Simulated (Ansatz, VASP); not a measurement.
**Zn (Zinc): VASP beside Ansatz**

Aim: how closely do two programs agree when they are given the same cell, functional and k mesh? The cell is taken from a series of runs on this material, whose earlier steps may have relaxed, scaled, displaced or heated it; both programs get it as it stands.

Program: Ansatz 0.2.0. Level of theory: plane waves, with VASP 6.6.1 beside it; zone-centre phonons at LDA. Results are calculated unless marked as measured.

## Step 1: Starting point

It takes space group P6_3/mmc (No. 194, hexagonal). The conventional cell has a = 2.529 Å, b = 2.529 Å, c = 4.741 Å, α = 90.00°, β = 90.00°, γ = 120.00°. Nearest to Zn lie 12 Zn at 2.53 to 2.78 Å.

Structure file:

```cif
data_structure
_symmetry_space_group_name_H-M 'P 1'
_symmetry_Int_Tables_number 1
_cell_length_a 2.5286
_cell_length_b 2.5286
_cell_length_c 4.7409
_cell_angle_alpha 90.000
_cell_angle_beta 90.000
_cell_angle_gamma 120.000
_cell_volume 26.25
loop_
_atom_site_label
_atom_site_type_symbol
_atom_site_fract_x
_atom_site_fract_y
_atom_site_fract_z
_atom_site_occupancy
Zn1 Zn 0.33333 0.66667 0.25000 1
Zn2 Zn 0.66667 0.33333 0.75000 1
```

## Step 2: VASP: zone-centre phonons, LDA

Second derivatives magnify differences that forces hide, and they need a tight electronic threshold.

Lines of VASP's logs that name or quote its potential files are left out, and so is its time.

INCAR reads:

```
SYSTEM = Zn
PREC = Accurate
ENCUT = 500
EDIFF = 1E-08
NELM = 120
ISMEAR = 1
SIGMA = 0.2
LREAL = .FALSE.
ALGO = Normal
GGA = CA
NBANDS = 18
LORBIT = 11
LWAVE = .FALSE.
LCHARG = .FALSE.
ISIF = 2
IBRION = 8
LASPH = .TRUE.
GGA_COMPAT = .FALSE.
KPAR = 2
```

POSCAR reads:

```
Zn
1.0
    2.5285978416      0.0000000000      0.0000000000
   -1.2642989208      2.1898299668      0.0000000000
    0.0000000000      0.0000000000      4.7409117226
Zn
2
Direct
    0.3333333333      0.6666666667      0.2500000000
    0.6666666667      0.3333333333      0.7500000000
```

KPOINTS reads:

```
Automatic mesh
0
Gamma
18 18 10
0 0 0
```

PAW data sets: Zn (LDA family, release 64).

On the command line:

```bash
$ mpirun -np 2 vasp_std
```

Numbers of over 12 decimals in the logs are rounded to 6 here.

Log:

```text
[banner, memory and clock lines left out]
running    2 mpi-ranks, on    1 nodes
 distrk:  each k-point on    1 cores,    2 groups
 distr:  one band on    1 cores,    1 groups

 POSCAR found type information on POSCAR Zn
 POSCAR found :  1 types and       2 ions
 LDA part: xc-table for (Slater(with rela. corr.)+CA(PZ))
 , standard interpolation
 POSCAR, INCAR and KPOINTS ok, starting setup
 FFT: planning ... GRIDC
 FFT: planning ... GRID_SOFT
 FFT: planning ... GRID
 WAVECAR not read
 entering main loop
       N       E                     dE             d eps       ncg     rms          rms(c)
DAV:   1     0.103094804330E+03    0.10309E+03   -0.12181E+04  8360   0.214E+03
DAV:   2     0.413065562634E-02   -0.10309E+03   -0.10028E+03  8036   0.296E+02
DAV:   3    -0.407052528410E+01   -0.40747E+01   -0.40613E+01  8954   0.673E+01
DAV:   4    -0.409103164751E+01   -0.20506E-01   -0.20501E-01  8858   0.478E+00
DAV:   5    -0.409105716243E+01   -0.25515E-04   -0.25515E-04  8664   0.150E-01    0.565E+00
DAV:   6    -0.377588330303E+01    0.31517E+00   -0.11770E+00  8644   0.247E+01    0.387E+00
DAV:   7    -0.375081388549E+01    0.25069E-01   -0.49128E-02 10206   0.402E+00    0.192E+00
DAV:   8    -0.374004499912E+01    0.10769E-01   -0.31747E-03 11184   0.847E-01    0.566E-02
DAV:   9    -0.374000923479E+01    0.35764E-04   -0.29150E-04 10422   0.209E-01    0.290E-02
DAV:  10    -0.374001186155E+01   -0.26268E-05   -0.19387E-05  8784   0.412E-02    0.255E-03
DAV:  11    -0.374001185299E+01    0.85633E-08   -0.65291E-07  8744   0.945E-03    0.213E-03
DAV:  12    -0.374001186224E+01   -0.92477E-08   -0.15305E-08  6396   0.191E-03
   1 F= -.37400119E+01 E0= -.37406202E+01  d E =0.182498E-02
 Linear response reoptimize wavefunctions to high precision
DAV:   1    -0.374001185479E+01    0.74460E-08   -0.36056E-08  8676   0.401E-03
DAV:   2    -0.374001185485E+01   -0.53660E-10   -0.59503E-10  5058   0.226E-04
 Linear response DOF=           2
 Linear response progress:
  Degree of freedom:   1/  2
       N       E                     dE             d eps       ncg     rms          rms(c)
RMM:   1    -0.200337314375E+00   -0.20034E+00    0.22736E-03 47817   0.191E+00
RMM:   2    -0.199999373410E+00    0.33794E-03   -0.10460E-03 51458   0.347E-01    0.555E-02
RMM:   3    -0.199622029965E+00    0.37734E-03   -0.59409E-05 62866   0.611E-02    0.312E-02
RMM:   4    -0.199261734744E+00    0.36030E-03   -0.52353E-05 61322   0.564E-02    0.287E-03
RMM:   5    -0.199277808466E+00   -0.16074E-04   -0.78939E-07 64856   0.578E-03    0.136E-03
RMM:   6    -0.199278762627E+00   -0.95416E-06   -0.62606E-08 64896   0.151E-03    0.159E-04
RMM:   7    -0.199279457914E+00   -0.69529E-06   -0.61291E-09 64718   0.403E-04    0.440E-05
RMM:   8    -0.199278893009E+00    0.56491E-06    0.73740E-09 65747   0.124E-04    0.615E-06
RMM:   9    -0.199278783322E+00    0.10969E-06    0.15278E-09 64329   0.578E-05    0.186E-06
RMM:  10    -0.199278795412E+00   -0.12091E-07    0.21316E-09 52953   0.378E-05    0.498E-07
RMM:  11    -0.199278802100E+00   -0.66871E-08   -0.10810E-09 44023   0.317E-05    0.261E-07
 first order change of Fermi-energy  -0.14904E-04
 force on displaced ion       1 direction 1 :  -0.804   0.000   0.000
 Linear response progress:
  Degree of freedom:   2/  2
       N       E                     dE             d eps       ncg     rms          rms(c)
RMM:   1    -0.227669647686E+00   -0.22767E+00   -0.21245E-03 16573   0.219E+00
RMM:   2    -0.223930179979E+00    0.37395E-02   -0.14741E-03 16650   0.599E-01    0.599E-02
RMM:   3    -0.223966594461E+00   -0.36414E-04   -0.18297E-04 21220   0.859E-02    0.346E-02
RMM:   4    -0.223920970624E+00    0.45624E-04   -0.92765E-05 21035   0.379E-02    0.476E-03
RMM:   5    -0.223920159372E+00    0.81125E-06   -0.25188E-05 21809   0.633E-03    0.160E-03
RMM:   6    -0.223924052216E+00   -0.38928E-05   -0.78392E-06 21755   0.185E-03    0.295E-04
RMM:   7    -0.223924431514E+00   -0.37930E-06   -0.22834E-06 20788   0.598E-04    0.769E-05
RMM:   8    -0.223924054876E+00    0.37664E-06   -0.93901E-07 19897   0.189E-04    0.386E-05
RMM:   9    -0.223923469466E+00    0.58541E-06   -0.40782E-07 21951   0.844E-05    0.564E-06
RMM:  10    -0.223923498019E+00   -0.28554E-07   -0.16864E-07 21740   0.390E-05    0.170E-06
RMM:  11    -0.223923481210E+00    0.16809E-07   -0.69911E-08 17768   0.281E-05    0.522E-07
RMM:  12    -0.223923478470E+00    0.27403E-08   -0.30878E-08 12749   0.251E-05    0.827E-08
 first order change of Fermi-energy  -0.31520E-04
 force on displaced ion       1 direction 3 :   0.000   0.000  -3.545
 Linear response finished
```

OUTCAR, selected parts (step 2):

```text
ion  position               nearest neighbor table
   1  0.333  0.667  0.250-   2 2.78   2 2.78   2 2.78   2 2.78   2 2.78   2 2.78
   2  0.667  0.333  0.750-   1 2.78   1 2.78   1 2.78   1 2.78   1 2.78   1 2.78

  LATTYP: Found a hexagonal cell.
 ALAT       =     2.5285978416
 C/A-ratio  =     1.8749172544

 Subroutine GETGRP returns: Found 24 space group operations
 (whereof 12 operations were pure point group operations)

The static configuration has the point symmetry D_3d.
 The point group associated with its full space group is D_6h.

 Found    222 irreducible k-points:

   k-points           NKPTS =    222   k-points in BZ     NKDIM =    222   number of bands    NBANDS=     18

   dimension x,y,z NGX =    18 NGY =   18 NGZ =   36
   dimension x,y,z NGXF=    36 NGYF=   36 NGZF=   72

   ENCUT  =  500.0 eV  36.75 Ry    6.06 a.u.   4.61  4.61  8.64*2*pi/ulx,y,z

   NELECT =      24.0000    total number of electrons

 k-points in reciprocal lattice and weights: Automatic mesh
   0.00000000  0.00000000  0.00000000       0.000
   0.05555556 -0.00000000  0.00000000       0.002
   0.11111111 -0.00000000  0.00000000       0.002
   0.16666667 -0.00000000  0.00000000       0.002
   0.22222222 -0.00000000  0.00000000       0.002
   0.27777778 -0.00000000  0.00000000       0.002
   0.33333333 -0.00000000  0.00000000       0.002
   0.38888889 -0.00000000  0.00000000       0.002
   0.44444444 -0.00000000  0.00000000       0.002
[...]
0.33333333  0.27777778  0.50000000       0.004
   0.33333333  0.33333333  0.50000000       0.001

 average (electrostatic) potential at core
       1 -37.2756       2 -37.2756

  Total        0.8684083      0.8684083      0.7907261      0.0000000      0.0000000     -0.0000000
  in kB       53.0008143     53.0008143     48.2596993      0.0000000      0.0000000     -0.0000000
  external PRESSURE =      51.4204427 kB  Pullay stress =       0.0000000 kB

  energy-cutoff  :      500.00
  volume of cell :       26.25
      direct lattice vectors                 reciprocal lattice vectors
     2.528597842  0.000000000  0.000000000     0.395476095  0.228328230  0.000000000
    -1.264298921  2.189829967  0.000000000     0.000000000  0.456656460  0.000000000
     0.000000000  0.000000000  4.740911723     0.000000000  0.000000000  0.210929892

 POSITION                                       TOTAL-FORCE (eV/Angst)
 -----------------------------------------------------------------------------------
     -0.00000      1.45989      1.18523         0.000000     -0.000000      0.000000
      1.26430      0.72994      3.55568        -0.000000      0.000000      0.000000
 -----------------------------------------------------------------------------------
    total drift:                               -0.000000      0.000000      0.000000

 Eigenvectors and eigenvalues of the dynamical matrix
 ----------------------------------------------------

   1 f  =    5.147604 THz    32.343352 2PiTHz  171.705597 cm-1    21.288771 meV
             X         Y         Z           dx          dy          dz
     -0.000000  1.459887  1.185228     0.000000   -0.000000    0.707107
      1.264299  0.729943  3.555684    -0.000000    0.000000   -0.707107

   2 f  =    2.450802 THz    15.398845 2PiTHz   81.749966 cm-1    10.135699 meV
             X         Y         Z           dx          dy          dz
     -0.000000  1.459887  1.185228     0.000001   -0.707107    0.000000
      1.264299  0.729943  3.555684    -0.000001    0.707107    0.000000

   3 f  =    2.450802 THz    15.398845 2PiTHz   81.749966 cm-1    10.135699 meV
             X         Y         Z           dx          dy          dz
     -0.000000  1.459887  1.185228     0.707107    0.000001   -0.000000
      1.264299  0.729943  3.555684    -0.707107   -0.000001   -0.000000

   4 f  =    0.000000 THz     0.000000 2PiTHz    0.000002 cm-1     0.000000 meV
             X         Y         Z           dx          dy          dz
     -0.000000  1.459887  1.185228     0.025776    0.299649    0.639958
      1.264299  0.729943  3.555684     0.025776    0.299649    0.639958

   5 f  =    0.000000 THz     0.000000 2PiTHz    0.000000 cm-1     0.000000 meV
             X         Y         Z           dx          dy          dz
     -0.000000  1.459887  1.185228     0.339951    0.556150   -0.274100
      1.264299  0.729943  3.555684     0.339951    0.556150   -0.274100

   6 f/i=    0.000000 THz     0.000000 2PiTHz    0.000001 cm-1     0.000000 meV
             X         Y         Z           dx          dy          dz
     -0.000000  1.459887  1.185228     0.619491   -0.317660    0.123787
      1.264299  0.729943  3.555684     0.619491   -0.317660    0.123787

 ELASTIC MODULI CONTR FROM IONIC RELAXATION (kBar)
 Direction    XX          YY          ZZ          XY          YZ          ZX
 --------------------------------------------------------------------------------
 XX          -0.2607      0.2607      0.0000      0.0000     -0.0000      0.0000
 YY           0.2607     -0.2607     -0.0000     -0.0000      0.0000      0.0000
 ZZ           0.0000     -0.0000     -0.0000     -0.0000     -0.0000      0.0000
 XY           0.0000     -0.0000     -0.0000     -0.2607     -0.0000      0.0000
 YZ          -0.0000      0.0000     -0.0000     -0.0000     -0.0000      0.0000
 ZX           0.0000      0.0000      0.0000      0.0000      0.0000      0.0000
 --------------------------------------------------------------------------------
```

## Step 3: Ansatz: zone-centre phonons, LDA

Ansatz runs on its PAW soft_1 files.

The same cell, functional (in two slightly different forms), mesh and smearing now go to Ansatz, which takes its cutoff from its data sets.

input.yaml reads:

```yaml
crystal:
  lattice:
    - [2.5285978416, 0.0, 0.0]
    - [-1.2642989208, 2.1898299668, 0.0]
    - [0.0, 0.0, 4.7409117226]
  atoms:
    - { symbol: Zn, position: [0.3333333333, 0.6666666667, 0.25] }
    - { symbol: Zn, position: [0.6666666667, 0.3333333333, 0.75] }
kpoints:
  mp_grid: { grid: [18, 18, 10] }
hamiltonian:
  xc: lda
  pseudopotentials: { kind: paw, azcp: { folder: soft_1 }, xc_functional: pbe }
scf:
  occupations: { method: methfessel_paxton, width: 0.2 }
output:
  eigenvalues: true
phonons:
  method: dfpt
```

On the command line:

```bash
$ ansatz run input.yaml --threads 4 --pin off --max-ram 10240MiB --backend cpu --events-out ev --progress --plain --runs-dir out
```

Log:

```text
zone centre: on kpoints.mp_grid the ground state, and the responses unless they are solved on pairs of k-points, stand on 546 of the mesh's 3240 k-points, reduced under 4 symmetry operations, with k and −k counted as one. Each operation leaves every solved displacement unchanged or reverses it
Engine: ansatz 0.2.0, aarch64-unknown-linux-gnu
Pseudopotentials: kind: paw
Pseudopotential: Zn, paw, valence charge 12, recommended cutoff 420 eV (normal), soft_1/Zn.paw.azcp
Functional definition: SPW92
  exchange = slater_x
  correlation = pw_c
Crystal: 2 atoms, lattice volume = 26.251 Å³
Basis set: ecut = 420 eV, 513 PW (Γ), exchange–correlation on 36×36×64 points (8 copies of the dense FFT grid, shifted against one another)
Bands: 16, of which v1, the nominal top of the filled ones, is band 12 counted from 1 (11 counted from 0)
Symmetry: 24 space group operations
k-points: 546 of 3240 (irreducible under 4 space group operations, time reversal used)
Non-local potential: Zn, projectors of the file, l = 0: 2, l = 1: 2, l = 2: 3, l = 3: 1
PAW form: soft (Blöchl's): semilocal exchange-correlation on the pseudo side does not see the compensation charge
PAW frozen core: Zn, regenerated for the run's functional, and the local potential with it (the file was generated under x = pbe(κ = 0.804, μ = 0.219515), c = pbe(β = 0.066725))
PAW one-centre angular grid: Zn, 590 points (default); XC on 64 Gauss nodes
Initial density: superposition of atomic densities (chi_scale 0.1, normalization cell)
Initial wavefunctions: pseudopotential atomic-orbital guess
Functional: x = slater, c = lda
SCF iter   1: F=—  HF=-6492.868934 eV  |F-HF|=—  |Δ(HF+E_count)|=         —  Δρ=7.82e-2  dr2=1.13e0  ethr=3.10e-3  ⟨swp⟩=5.6  Hψ=52256  notcnv=0
preconditioner: auto → none  [metal: Δε(μ)=0.142 eV  Ē_g=13.396 eV  σ=0.200 eV  W_gap=0.48  n_scr=4 (ndim 8)  ℏωp=35.5 eV  f_vac=0.000  D(μ)=0.14/eV (n_scr^D=0)  sad-step TF]
SCF iter   2: F=—  HF=-6492.581197 eV  |F-HF|=—  |Δ(HF+E_count)|=   2.88e-1  S|Δr|=    0.00e0  Δρ=2.51e-2  dr2=7.40e-2  ethr=3.10e-3  ⟨swp⟩=2.0  Hψ=21565  notcnv=0  defer=7
SCF iter   3: F=—  HF=-6492.519446 eV  |F-HF|=—  |Δ(HF+E_count)|=   6.18e-2  S|Δr|=    0.00e0  Δρ=1.12e-2  dr2=2.22e-2  ethr=3.08e-4  ⟨swp⟩=2.0  Hψ=20405  notcnv=0  defer=7
SCF iter   4: F=—  HF=-6492.517125 eV  |F-HF|=—  |Δ(HF+E_count)|=   2.32e-3  S|Δr|=    0.00e0  Δρ=5.64e-3  dr2=2.47e-3  ethr=9.26e-5  ⟨swp⟩=2.0  Hψ=14650  notcnv=0  defer=7
SCF iter   5: F=—  HF=-6492.518435 eV  |F-HF|=—  |Δ(HF+E_count)|=   1.31e-3  S|Δr|=    0.00e0  Δρ=7.10e-4  dr2=3.71e-5  ethr=1.03e-5  ⟨swp⟩=2.0  Hψ=15642  notcnv=0  defer=7
SCF iter   6: F=—  HF=-6492.518452 eV  |F-HF|=—  |Δ(HF+E_count)|=   1.74e-5  S|Δr|=    0.00e0  Δρ=6.24e-5  dr2=2.97e-7  ethr=1.55e-7  ⟨swp⟩=2.0  Hψ=15268  notcnv=0  defer=7
SCF iter   7: F=—  HF=-6492.518452 eV  |F-HF|=—  |Δ(HF+E_count)|=   1.11e-7  S|Δr|=    0.00e0  Δρ=2.49e-6  dr2=8.33e-10  ethr=1.24e-9  ⟨swp⟩=2.0  Hψ=15165  notcnv=0  defer=7
SCF iter   8: F=-6492.518452 eV  HF=-6492.518452 eV  |F-HF|=1.82e-12  |Δ(HF+E_count)|=  1.27e-11  S|Δr|=    0.00e0  Δρ=1.39e-7  dr2=1.89e-12  ethr=1.00e-12  ⟨swp⟩=5.7  Hψ=54952  notcnv=0
SCF 1 converged in 8 iterations: F = -6492.518452 eV  dr2 = 1.89e-12
  greatest PAW one-centre occupation: 0.981 electrons in one spin orbital (limit 2), on the Zn atom at site 1 (counted from 0), in its partial waves of l = 2
DFPT response loops at Γ: preconditioner auto → Kerker (q_TF=auto, 2.688 Å⁻¹) (partly filled bands, converged f_vac=0.000); β = 1.00, the filter's whole step (`scf.mixing.beta` (0.50) is not read by the response loops under this deck's `scf.mixing.preconditioner`; to damp them name `kerker` or `kerker_dos`, under which they read `scf.mixing.beta`, and type it under 1.00, their step now; both keys bind the ground state too); Broyden in place of MSR1
SCF converged after 8 iterations
Stability not checked: this state was not tested for a lower state beside it, because cold or Methfessel-Paxton smearing, or corrected tetrahedra, fill the levels in a way that the test cannot read (fill_not_monotonic; see scf.lower_state_search)
Free energy (F): -6492.518452 eV
Harris-Foulkes:  -6492.518452 eV  (|F-HF|=1.82e-12)
Internal energy: -6492.520248 eV  (E = F + TS)
E sigma→0 (E₀):  -6492.518901 eV
Entropy (-TS):   0.001796 eV (0.898 meV/atom)
Fermi energy:    13.002233 eV
--- Per-component energies (eV) ---
  E_band       = 131.697118
  E_kinetic    = 300.670999
  E_local      = -3334.141432  (includes V_loc(G=0)·N_el)
  E_nonlocal   = 1636.629178
  E_hartree    = 1236.664777
  E_xc         = -158.639880
  E_vxc        = -107.265872  (∫ρ·V_xc dr)
  E_paw        = -3645.802462  (= ΣΔE_a)
  E_vpaw       = -837.524803  (= ΣTr[D̂ρ^β])
  E_aug_tail   = -0.000505  (compensation charges beyond the density's cutoff)
  E_ewald      = -2531.015211
  E_core_change = 3.114287  (= ΣΔE_core)
  E_smearing   = 0.001796  (= −TS)
  E_closure    = -0.000000  (closes the sum)
  Σ components = -6492.518452   (vs F -6492.518452, Δ=0.00e0)
--- Band table (eV; the first three rows and the last of 546) ---
  k-point 0: bands = [... 8 lower, 5.3181, 5.5809, 5.5809, 8.5124, 9.8804, 27.3693, 31.3250, 32.3686]
  k-point 1: bands = [... 8 lower, 5.3270, 5.5764, 5.5764, 7.7244, 10.8160, 26.1968, 32.4365, 32.4365]
  k-point 2: bands = [... 8 lower, 5.3518, 5.5627, 5.5627, 6.6573, 12.3348, 24.1254, 32.6373, 32.6373]
  k-point 545: bands = [... 8 lower, 5.6424, 5.6424, 10.0021, 10.0021, 17.3519, 17.3519, 19.0547, 19.0547]
--- Phonons (Γ-DFPT): 2 representative perturbations + reference, on 546 of 3240 k-points (Σ response iterations 7) ---
  k mesh reduced under 4 symmetry operations, with k and −k counted as one. Each operation leaves every solved displacement unchanged or reverses it
  ASR residual: 4.932e-5 → 0.000e0 eV/Å²; symmetrization residual: 3.129e-13 eV/Å²
  ASR residual per site (eV/Å²): 4.93e-5 4.93e-5
  Γ frequencies (cm⁻¹): 0.00 0.00 0.00 82.65 82.65 167.86
  non-analytic LO–TO correction: not included (Born effective charges unavailable; polar crystals: no LO–TO splitting at Γ)
```

In the SCF lines HF is the Harris–Foulkes energy and dr2 the Hartree energy of the density residual, in eV; the loop may stop once dr2 is under the threshold and the program's other checks hold. Hψ counts applications of the Hamiltonian.

## Step 4: Comparison

Known differences besides the potentials themselves: the two LDA forms differ slightly; the cutoff is 420 eV in Ansatz and 500 eV in VASP; VASP's log shows a relativistic correction to its local exchange, Ansatz's none. Total energies have different zeros and are not compared.

Compared:

| quantity | Ansatz | VASP | difference |
| --- | --- | --- | --- |
| optical mode 1 to 2 (cm⁻¹) | 82.7 | 81.7 | +1.10 % |
| optical mode 3 (cm⁻¹) | 167.9 | 171.7 | -2.24 % |

Modes are paired by rising frequency, not by their patterns, so a pair may set unlike modes beside each other; they are those without the splitting of longitudinal modes.

## Step 5: Results

```
r.m.s. difference of the optical zone-centre modes, each program's sorted by frequency (zone-centre phonons, LDA) : 2.3 cm⁻¹
difference in optical mode 3 (zone-centre phonons, LDA)                                                           : -2.2 %
```

In words: The r.m.s. difference of the optical zone-centre modes, each program's sorted by frequency is 2.3 cm⁻¹ (zone-centre phonons, LDA). Among the rows given in per cent, the largest difference of the zone-centre phonons, LDA pair is in optical mode 3, -2.2 %. Such differences can come from data sets, numerical settings and the points named under the comparisons, not from the functional's error against experiment.

[Lines on the potential files, build, host, timing and source positions are cut from VASP's logs without a mark.]

[Logs are printed without paths, hosts, clocks, repeated set-up lines and the standing remarks that a program may print on its own settings, such as how far it seeks lower states.]

[Hosts, paths, dates, database ids (printed as entryN), source tags and the programs' standing remarks are cut or masked in the printed files.]
